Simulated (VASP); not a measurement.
Given:

```xyz
5
Lattice="-2.0032 2.0032 4.8365 2.0032 -2.0032 4.8365 2.0032 2.0032 -4.8365" Properties=species:S:1:pos:R:3 pbc="T T T"
Ca     0.0000     0.0000     0.0000
Cu     0.0000     2.0032     2.4182
Cu     2.0032     0.0000     2.4182
P      0.0000     0.0000     5.9855
P      0.0000     0.0000     3.6875
```

All values below come from LDA (Ceperley-Alder, Perdew-Zunger), VASP's LDA PAW potentials (set 64) (plane waves; VASP 6.6.1). Run with 300 eV cut-off, 9×9×9 Γ-centred mesh, Gaussian smearing of 0.10 eV, potentials Ca_sv Cu P.

Q: Give the energies of bands 11 to 24 at the high-symmetry points, in eV from the Fermi level.

A: 
| band | Γ | X | P | N | M | S | R |
|---|---|---|---|---|---|---|---|
| 11 | -4.53 | -4.46 | -4.76 | -4.80 | -4.71 | -4.90 | -4.49 |
| 12 | -4.26 | -4.38 | -4.38 | -4.41 | -4.70 | -4.30 | -4.39 |
| 13 | -4.26 | -4.32 | -4.20 | -4.11 | -4.56 | -4.26 | -4.28 |
| 14 | -3.79 | -4.12 | -4.20 | -4.06 | -4.02 | -4.10 | -4.17 |
| 15 | -3.76 | -4.12 | -4.11 | -4.04 | -3.55 | -3.94 | -4.13 |
| 16 | -3.55 | -3.70 | -3.70 | -4.01 | -3.08 | -3.93 | -3.79 |
| 17 | -3.08 | -3.69 | -3.70 | -3.87 | -3.06 | -3.89 | -3.71 |
| 18 | -2.79 | -3.57 | -3.27 | -3.29 | -3.06 | -2.40 | -3.36 |
| 19 | -2.79 | -2.87 | -3.27 | -2.16 | -1.94 | -2.30 | -2.86 |
| 20 | -1.17 | -2.69 | -2.68 | -1.35 | -0.42 | -2.27 | -2.56 |
| 21 | -1.17 | -2.64 | -2.68 | -0.27 | 0.14 | 0.10 | -2.38 |
| 22 | -0.33 | 0.15 | -0.29 | 0.02 | 0.71 | 1.32 | 0.19 |
| 23 | 1.90 | 2.24 | 3.56 | 1.63 | 0.71 | 1.60 | 2.27 |
| 24 | 1.93 | 2.27 | 3.56 | 1.91 | 0.71 | 1.61 | 2.30 |

It has no gap at this level: it comes out as a metal or semimetal.

The structure comes from a computed database's CaCu2P2 entry (I4/mmm); how it stands against other phases isn't given here. The cell was not relaxed at this level.
